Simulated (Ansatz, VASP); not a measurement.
# AlRu: VASP beside Ansatz, part 2 of 2

Wanted: the spread between two codes on one cell, functional and k mesh. The cell is taken from a series of runs on this material, whose earlier steps may have relaxed, scaled, displaced or heated it; both programs get it as it stands.

VASP 6.6.1 and Ansatz 0.2.0.

So far: The structure; Ansatz: zone-centre phonons, LDA, pair 1; VASP: zone-centre phonons, LDA, pair 1; Comparison.

### 5. Ansatz: zone-centre phonons, LDA, pair 2

Level of this step: Ansatz beside VASP: Kohn-Sham DFT, plane waves, LDA (Ansatz).

Second derivatives magnify differences that forces hide, and they need a tight electronic threshold. The cell compared in this pair holds 24.74 Å³, against 24.22 Å³ for the pair before.

The cell is taken from a series of runs on this material, whose earlier steps may have relaxed, scaled, displaced or heated it; both programs get it as it stands.

input.yaml

```yaml
crystal:
  lattice:
    - [2.913719437, 0.0, 0.0]
    - [0.0, 2.913719437, 0.0]
    - [0.0, 0.0, 2.913719437]
  atoms:
    - { symbol: Al, position: [0.0, 0.0, 0.0] }
    - { symbol: Ru, position: [0.5, 0.5, 0.5] }
kpoints:
  mp_grid: { grid: [16, 16, 16] }
hamiltonian:
  xc: lda
  pseudopotentials: { kind: paw, azcp: { folder: soft_1 }, xc_functional: pbe }
scf:
  occupations: { method: methfessel_paxton, width: 0.2 }
output:
  eigenvalues: true
phonons:
  method: dfpt
```

Started as:

```sh
$ ansatz run input.yaml --threads 4 --pin off --max-ram 10240MiB --backend cpu --events-out ev --progress --plain --runs-dir out
```

Numbers of over 12 decimals in the logs are rounded to 6 here.

Log:

```text
[...]
Crystal: 2 atoms, lattice volume = 24.737 Å³
Basis set: ecut = 420 eV, 461 PW (Γ), exchange–correlation on 40×40×40 points (8 copies of the dense FFT grid, shifted against one another)
Bands: 14, of which v1, the nominal top of the filled ones, is band 10 counted from 1 (9 counted from 0)
Symmetry: 48 space group operations
k-points: 405 of 4096 (irreducible under 8 space group operations, time reversal used)
[...]
k-point 2: bands = [... 6 lower, 13.3872, 17.1294, 17.1294, 17.5627, 22.4804, 24.3428, 24.3428, 28.0064]
  k-point 404: bands = [... 6 lower, 12.2307, 19.1331, 19.1331, 20.2911, 21.6209, 21.6209, 21.6209, 26.6496]
[...]
ASR residual: 2.385e-6 → 0.000e0 eV/Å²; symmetrization residual: 1.658e-6 eV/Å²
  ASR residual per site (eV/Å²): 2.38e-6 8.46e-7
  Γ frequencies (cm⁻¹): 0.00 0.00 0.00 351.76 351.76 351.76
[...]
[key lines of the parts left out:]
SCF converged after 8 iterations
Free energy (F): -6272.466188 eV
Fermi energy:    17.325968 eV
```

### 6. VASP: zone-centre phonons, LDA, pair 2

The same cell, functional (in two slightly different forms), mesh and smearing now go to VASP, with its own data sets.

INCAR

```
SYSTEM = AlRu
PREC = Accurate
ENCUT = 500
EDIFF = 1E-08
NELM = 120
ISMEAR = 1
SIGMA = 0.2
LREAL = .FALSE.
ALGO = Normal
GGA = CA
NBANDS = 14
LASPH = .TRUE.
LORBIT = 11
LWAVE = .FALSE.
LCHARG = .FALSE.
ISIF = 2
IBRION = 8
GGA_COMPAT = .FALSE.
KPAR = 2
```

POSCAR

```
AlRu
1.0
    2.9137194370      0.0000000000      0.0000000000
    0.0000000000      2.9137194370      0.0000000000
    0.0000000000      0.0000000000      2.9137194370
Al Ru
1 1
Direct
    0.0000000000      0.0000000000      0.0000000000
    0.5000000000      0.5000000000      0.5000000000
```

KPOINTS

```
Automatic mesh
0
Gamma
16 16 16
0 0 0
```

PAW data sets: Al and Ru_pv (LDA family, release 64).

Started as:

```sh
$ mpirun -np 2 vasp_std
```

Log:

```text
[... set-up lines as in an earlier step ...]
 entering main loop
       N       E                     dE             d eps       ncg     rms          rms(c)
DAV:   1     0.112017177409E+03    0.11202E+03   -0.92972E+03  4772   0.111E+03
DAV:   2    -0.149525321794E+02   -0.12697E+03   -0.12118E+03  5124   0.318E+02
DAV:   3    -0.168365625079E+02   -0.18840E+01   -0.18759E+01  5646   0.410E+01
DAV:   4    -0.168506667009E+02   -0.14104E-01   -0.14100E-01  5690   0.361E+00
[...]
DAV:  11    -0.161435677923E+02    0.10297E-05   -0.41478E-06  5946   0.255E-02    0.639E-03
DAV:  12    -0.161435677347E+02    0.57596E-07   -0.88434E-08  5784   0.312E-03    0.359E-04
DAV:  13    -0.161435677352E+02   -0.52705E-09   -0.17584E-09  4398   0.397E-04
   1 F= -.16143568E+02 E0= -.16143127E+02  d E =-.132113E-02
 Linear response reoptimize wavefunctions to high precision
DAV:   1    -0.161435677353E+02   -0.43656E-10   -0.25400E-10  4518   0.154E-04
 Linear response DOF=           2
 Linear response progress:
  Degree of freedom:   1/  2
[...]
RMM:   8    -0.630812421279E-02   -0.11934E-06   -0.21968E-09 18990   0.336E-04    0.806E-05
RMM:   9    -0.630819834430E-02   -0.74132E-07   -0.50607E-10 20319   0.964E-05    0.158E-05
RMM:  10    -0.630820265826E-02   -0.43140E-08   -0.13337E-09 19677   0.450E-05    0.399E-06
 first order change of Fermi-energy  -0.19957E-03
 force on displaced ion       1 direction 1 :  -9.854  -0.000   0.000
 Linear response progress:
  Degree of freedom:   2/  2
       N       E                     dE             d eps       ncg     rms          rms(c)
RMM:   1    -0.529186405817E+00   -0.52919E+00    0.41545E+00 11960   0.641E+01
RMM:   2    -0.639085758929E+00   -0.10990E+00   -0.11698E-01 16818   0.305E+00    0.160E-01
RMM:   3    -0.639228447069E+00   -0.14269E-03   -0.21466E-03 19419   0.367E-01    0.901E-02
RMM:   4    -0.638786987714E+00    0.44146E-03   -0.21447E-04 19408   0.137E-01    0.210E-02
[...]
RMM:  11    -0.638665280548E+00    0.88098E-07   -0.47714E-08 24893   0.175E-04    0.341E-06
RMM:  12    -0.638665192542E+00    0.88006E-07   -0.25592E-08 24422   0.141E-04    0.118E-06
RMM:  13    -0.638665185346E+00    0.71961E-08   -0.22124E-08 24479   0.122E-04    0.728E-07
 first order change of Fermi-energy   0.21318E-02
 force on displaced ion       2 direction 1 :  -9.845   0.000  -0.000
 Linear response finished
```

OUTCAR, selected parts (step 6):

```text
  Total        1.7161783      1.7161783      1.7161783     -0.0000000     -0.0000000      0.0000000
  in kB      111.1552021    111.1552021    111.1552021     -0.0000000     -0.0000000      0.0000000
  external PRESSURE =     111.1552021 kB  Pullay stress =       0.0000000 kB

 POSITION                                       TOTAL-FORCE (eV/Angst)
 -----------------------------------------------------------------------------------
      0.00000      0.00000      0.00000         0.000000      0.000000      0.000000
      1.45686      1.45686      1.45686         0.000000      0.000000      0.000000
 -----------------------------------------------------------------------------------
    total drift:                                0.000000     -0.000000     -0.000000

[... 1 part as in an earlier step ...]

[... 1 further part left out ...]
```

### 7. Differences

What differs besides the data sets and the points named for the pairs above, as far as they apply: the data sets hold 19 valence electrons in Ansatz (on its PAW soft_1 files) and 17 in VASP. Total energies have different zeros and are not compared.

Both answers:

```csv
quantity,Ansatz,VASP,difference
optical mode 1 to 3 (cm⁻¹),351.8,354.7,-0.82 %
```

Modes are paired by rising frequency, not by their patterns, so a pair may set unlike modes beside each other; they are those without the splitting of longitudinal modes.

### 8. Results

| Property | Result |
| --- | --- |
| r.m.s. difference of the optical zone-centre modes, each program's sorted by frequency (zone-centre phonons, LDA, pair 1) | 3.0 cm⁻¹ |
| difference in optical mode 1 to 3 (zone-centre phonons, LDA, pair 1) | -0.8 % |
| r.m.s. difference of the optical zone-centre modes, each program's sorted by frequency (zone-centre phonons, LDA, pair 2) | 2.9 cm⁻¹ |
| difference in optical mode 1 to 3 (zone-centre phonons, LDA, pair 2) | -0.8 % |

The r.m.s. difference of the optical zone-centre modes, each program's sorted by frequency is 3.0 cm⁻¹ (zone-centre phonons, LDA, pair 1). The data sets hold unlike numbers of valence electrons (19 in Ansatz and 17 in VASP), so part of the differences comes from the potentials. Among the rows given in per cent, the largest difference of the zone-centre phonons, LDA, pair 1 pair is in optical mode 1 to 3, -0.8 %. Among the rows given in per cent, the largest difference of the zone-centre phonons, LDA, pair 2 pair is in optical mode 1 to 3, -0.8 %. How closely two codes agree says nothing of how well the functional describes the real material.

[Lines on the potential files, build, host, timing and source positions are cut from VASP's logs without a mark.]

[Logs are printed without paths, hosts, clocks, repeated set-up lines and the standing remarks that a program may print on its own settings, such as how far it seeks lower states.]

[Hosts, paths, dates, database ids (printed as entryN), source tags and the programs' standing remarks are cut or masked in the printed files.]
